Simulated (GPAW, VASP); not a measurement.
A VASP calculation is set up with these files.

### INCAR
```
SYSTEM = Ba3ZnN2O
PREC = Accurate
ENCUT = 400
EDIFF = 1E-6
NELM = 100
ALGO = Normal
LREAL = .FALSE.
LASPH = .TRUE.
ISMEAR = -1
SIGMA = 0.02
GGA = PS
LMAXMIX = 4
LWAVE = .FALSE.
LCHARG = .FALSE.
ISIF = 2
```

### KPOINTS
```
Regular mesh
0
Gamma
 6 6 3
```

File POSCAR:
```
Ba3ZnN2O
1
    4.0908430000     0.0000000000     0.0000000000
    0.0000000000     4.0908430000     0.0000000000
    0.0000000000     0.0000000000     9.1608720000
Ba Zn N O
3 1 2 1
Direct
  0.0000000000   0.0000000000   0.2178800000
  0.0000000000   0.0000000000   0.7821200000
  0.5000000000   0.5000000000   0.5000000000
  0.5000000000   0.5000000000   0.0000000000
  0.5000000000   0.5000000000   0.8005400000
  0.5000000000   0.5000000000   0.1994600000
  0.0000000000   0.0000000000   0.5000000000
```

POTCAR, in this order: Ba_sv Zn N O (PBE.64 set). Program: vasp_std.

Q: Translate it to GPAW.

A: One input that does it (PBEsol, GPAW PAW datasets PBEsol (made by gpaw-setup)):
```
from ase import Atoms
from ase.units import GPa
from gpaw import GPAW

atoms = Atoms(['Ba', 'Ba', 'Ba', 'Zn', 'N', 'N', 'O'],
              cell=[[4.090843, 0.000000, 0.000000],
                    [0.000000, 4.090843, 0.000000],
                    [0.000000, 0.000000, 9.160872]],
              scaled_positions=[[0.000000, 0.000000, 0.217880],
                                [0.000000, 0.000000, 0.782120],
                                [0.500000, 0.500000, 0.500000],
                                [0.500000, 0.500000, 0.000000],
                                [0.500000, 0.500000, 0.800540],
                                [0.500000, 0.500000, 0.199460],
                                [0.000000, 0.000000, 0.500000]],
              pbc=True)

calc = GPAW(mode={'name': 'pw', 'ecut': 950},
            xc='PBEsol',
            kpts={'size': (6, 6, 3), 'gamma': True},
            occupations={'name': 'fermi-dirac', 'width': 0.02},
            nbands=-8,
            convergence={'density': 1e-05, 'bands': -6},
            symmetry={'symmorphic': False, 'tolerance': 0.0005},
            maxiter=120)

atoms.calc = calc

energy = atoms.get_potential_energy()
print('Energy (eV):', round(energy, 6))
forces = atoms.get_forces()
print('Forces (eV/Ang):')
print(forces.round(5))
stress = atoms.get_stress()
print('Stress (GPa, Voigt):', (stress / GPa).round(4))
```
Both inputs were run and reached self-consistency, which says nothing on mesh or cut-off. Potentials, basis and cut-offs are each code's own, so they don't translate, and total energies aren't comparable.

The structure comes from a computed database's Ba3ZnN2O entry; how it stands against other phases isn't given here. The cell was not relaxed at this level, and it may have been scaled.
